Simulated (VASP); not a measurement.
```
CaO
1.0
    3.76457     0.00000     0.00000
    0.00000     3.76457     0.00000
    0.00000     0.00000     4.74368
Ca O
2 2
Direct
  0.50000   0.00000   0.23680
  0.00000   0.50000   0.76320
  0.00000   0.00000   0.00000
  0.50000   0.50000   0.00000
```

The base run (VASP): PBE GGA, plane waves, VASP's PBE PAW potentials (set 64). Run with 520 eV cut-off, 5×5×4 Γ-centred mesh, Gaussian smearing of 0.050 eV, potentials Ca_sv O.

One setting is varied; ΔE counts from the base run. The base run took about 40 core-seconds. Times come from single runs on busy shared machines, so they are rough: good to a factor of about 2.

Pressures at a finite cut-off, here 520 eV, hold a Pulay part, which wasn't tested here.

| setting | cost over the base run | electronic steps | ΔE (meV/atom) | pressure (GPa) |
|---|---|---|---|---|
| base run | reference | 15 | 0.0 | 9.19 |
| SYMPREC = 1E-3 | within a factor of 2 | 15 | 0.0 | 9.19 |
| ISYM = 1 | within a factor of 2 | 15 | 0.0 | 9.19 |
| ISYM = 0 | about 2 times | 15 | 0.0 | 9.19 |
| ISYM = -1 | about 4 times | 15 | 0.0 | 9.19 |

Left out are runs that failed, have no time on record or changed the cell.

The structure was generated: CaO was put into the litharge type (P4/nmm), which need not be its known phase. The cell was not relaxed at this level.
